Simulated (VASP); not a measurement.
Method: PBE GGA, VASP's PBE PAW potentials (set 64) (plane waves; VASP).

VASP ran on this input.

### INCAR
```
SYSTEM = Ir
PREC = Accurate
ENCUT = 500
EDIFF = 1E-6
NELM = 100
ALGO = Normal
LREAL = .FALSE.
LASPH = .TRUE.
ISMEAR = 1
SIGMA = 0.1
GGA = PE
LMAXMIX = 6
LWAVE = .FALSE.
LCHARG = .FALSE.
IBRION = 2
ISIF = 3
NSW = 40
EDIFFG = -0.02
PSTRESS = 100
```

POSCAR:
```
Ir
1
    0.0000000000     1.9278747498     1.9278747498
    1.9278747498     0.0000000000     1.9278747498
    1.9278747498     1.9278747498     0.0000000000
Ir
1
Direct
  0.0000000000   0.0000000000   0.0000000000
```

File KPOINTS:
```
Automatic mesh
0
Gamma
16 16 16
0 0 0
```

POTCAR, in this order: Ir (PBE.64 set). Program: vasp_std.

What VASP printed:

**OSZICAR**
```
       N       E                     dE             d eps       ncg     rms          rms(c)
DAV:   1     0.405892904615E+02    0.40589E+02   -0.43864E+03  2384   0.988E+02
DAV:   2    -0.879898435679E+01   -0.49388E+02   -0.47813E+02  2360   0.200E+02
DAV:   3    -0.939064218548E+01   -0.59166E+00   -0.59099E+00  3416   0.297E+01
DAV:   4    -0.939404283551E+01   -0.34007E-02   -0.33994E-02  2896   0.162E+00
DAV:   5    -0.939407149203E+01   -0.28657E-04   -0.28657E-04  3488   0.954E-02    0.148E+01
DAV:   6    -0.892846518470E+01    0.46561E+00   -0.98778E-01  2728   0.139E+01    0.608E+00
DAV:   7    -0.884399642375E+01    0.84469E-01   -0.30365E-01  2984   0.719E+00    0.157E+00
DAV:   8    -0.883842531462E+01    0.55711E-02   -0.22077E-03  2568   0.744E-01    0.478E-01
DAV:   9    -0.883773275965E+01    0.69255E-03   -0.67806E-04  3016   0.430E-01    0.127E-02
DAV:  10    -0.883773956128E+01   -0.68016E-05   -0.40786E-06  3176   0.205E-02    0.386E-03
DAV:  11    -0.883773970138E+01   -0.14009E-06   -0.11590E-07  1776   0.418E-03
   1 F= -.79432901E+01 E0= -.79431871E+01  d E =-.794329E+01
       N       E                     dE             d eps       ncg     rms          rms(c)
DAV:   1    -0.894072788278E+01   -0.10299E+00   -0.84144E+00  2464   0.483E+01    0.566E+00
DAV:   2    -0.875316544278E+01    0.18756E+00   -0.42906E-01  2592   0.938E+00    0.146E+00
DAV:   3    -0.872910514390E+01    0.24060E-01   -0.10074E-01  2760   0.417E+00    0.385E-01
DAV:   4    -0.872923533223E+01   -0.13019E-03   -0.89468E-04  3176   0.308E-01    0.182E-01
DAV:   5    -0.872942259734E+01   -0.18727E-03   -0.52146E-04  3064   0.188E-01    0.967E-03
DAV:   6    -0.872943721516E+01   -0.14618E-04   -0.10111E-05  3128   0.258E-02    0.291E-03
DAV:   7    -0.872943739730E+01   -0.18215E-06   -0.20857E-07  1712   0.371E-03
   2 F= -.78928315E+01 E0= -.78927222E+01  d E =0.504587E-01
       N       E                     dE             d eps       ncg     rms          rms(c)
DAV:   1    -0.896595315195E+01   -0.23652E+00   -0.54277E+00  2488   0.388E+01    0.336E+00
DAV:   2    -0.884340475583E+01    0.12255E+00   -0.31618E-01  2576   0.776E+00    0.155E+00
DAV:   3    -0.882928569994E+01    0.14119E-01   -0.63048E-02  2840   0.318E+00    0.525E-01
DAV:   4    -0.882926050792E+01    0.25192E-04   -0.93767E-04  3096   0.334E-01    0.132E-01
DAV:   5    -0.882930386617E+01   -0.43358E-04   -0.82133E-05  3328   0.723E-02    0.201E-02
DAV:   6    -0.882931221497E+01   -0.83488E-05   -0.42698E-06  3016   0.141E-02    0.566E-04
DAV:   7    -0.882931221200E+01    0.29659E-08   -0.44970E-08  1232   0.237E-03
   3 F= -.79463406E+01 E0= -.79462358E+01  d E =-.305047E-02
```

File OUTCAR:
```
------------------------ aborting loop because EDIFF is reached ----------------------------------------
  FORCE on cell =-STRESS in cart. coord.  units (eV):
  Direction    XX          YY          ZZ          XY          YZ          ZX
  --------------------------------------------------------------------------------------
  Total        0.8733266      0.8733266      0.8733266      0.0000000      0.0000000      0.0000000
  in kB       98.9076679     98.9076679     98.9076679      0.0000000      0.0000000      0.0000000
  external PRESSURE =      -1.0923321 kB  Pullay stress =     100.0000000 kB
  volume of cell :       14.15
      direct lattice vectors                 reciprocal lattice vectors
     0.000000000  1.919592786  1.919592786    -0.260471910  0.260471910  0.260471910
     1.919592786 -0.000000000  1.919592786     0.260471910 -0.260471910  0.260471910
     1.919592786  1.919592786  0.000000000     0.260471910  0.260471910 -0.260471910
 POSITION                                       TOTAL-FORCE (eV/Angst)
 -----------------------------------------------------------------------------------
      0.00000      0.00000      0.00000         0.000000      0.000000     -0.000000
 -----------------------------------------------------------------------------------
    total drift:                                0.000000      0.000000      0.000000
  FREE ENERGIE OF THE ION-ELECTRON SYSTEM (eV)
  ---------------------------------------------------
  free  energy   TOTEN  =        -8.8293122120 eV

  energy  without entropy=       -8.8289979010  energy(sigma->0) =       -8.82920744
  enthalpy is  TOTEN    =        -7.9463406003 eV   P V=        0.8829716117

 reached required accuracy - stopping structural energy minimisation
```
(Selected blocks of OUTCAR.)

File CONTCAR:
```
Ir
   1.00000000000000
     0.0000000000000000    1.9195927862256688    1.9195927862256688
     1.9195927862256688   -0.0000000000000000    1.9195927862256688
     1.9195927862256688    1.9195927862256688    0.0000000000000000
  Ir
     1
Direct
     0.0000000000000000    0.0000000000000000    0.0000000000000000
```

**OUTCAR**
```
 val. band max:       10.3986831503   @ k =   0.3125   0.2500   0.0625

 cond. band min:      10.4058449074   @ k =   0.3750   0.0625   0.0000


 Fermi energy:        10.4036953304

 k-point     1 :       0.0000    0.0000    0.0000
  band No.  band energies     occupation
      1      -0.7135      2.00000
      2       6.5262      2.00000
      3       6.5262      2.00000
      4       6.5262      2.00000
      5       9.2170      2.00000
      6       9.2170      2.00000
      7      24.7303      0.00000
      8      30.3183      0.00000

 k-point     2 :       0.0625    0.0000    0.0000
  band No.  band energies     occupation
      1      -0.5397      2.00000
      2       6.4334      2.00000
      3       6.6017      2.00000
      4       6.6017      2.00000
      5       9.1683      2.00000
      6       9.1683      2.00000
      7      25.0309      0.00000
      8      29.4080      0.00000

 k-point     3 :       0.1250    0.0000    0.0000
  band No.  band energies     occupation
      1      -0.0414      2.00000
      2       6.2058      2.00000
      3       6.7905      2.00000
      4       6.7905      2.00000
      5       9.0739      2.00000
      6       9.0739      2.00000
      7      25.8321      0.00000
      8      27.7294      0.00000

 k-point     4 :       0.1875    0.0000    0.0000
  band No.  band energies     occupation
      1       0.6988      2.00000
      2       5.9876      2.00000
      3       6.9658      2.00000
      4       6.9658      2.00000
      5       9.0911      2.00000
      6       9.0911      2.00000
      7      25.9027      0.00000
      8      26.8872      0.00000

 k-point     5 :       0.2500    0.0000    0.0000
  band No.  band energies     occupation
      1       1.4957      2.00000
      2       6.0151      2.00000
      3       6.9691      2.00000
      4       6.9691      2.00000
      5       9.3988      2.00000
      6       9.3988      2.00000
      7      24.1970      0.00000
...
```

Unless said otherwise, spin-orbit coupling is left out, though it shifts the bands of the heavy elements here.

The compound is Ir in the fcc structure. This run relaxes it under an external pressure of 10 GPa. Symmetry was kept, so distortions that lower it aren't found.
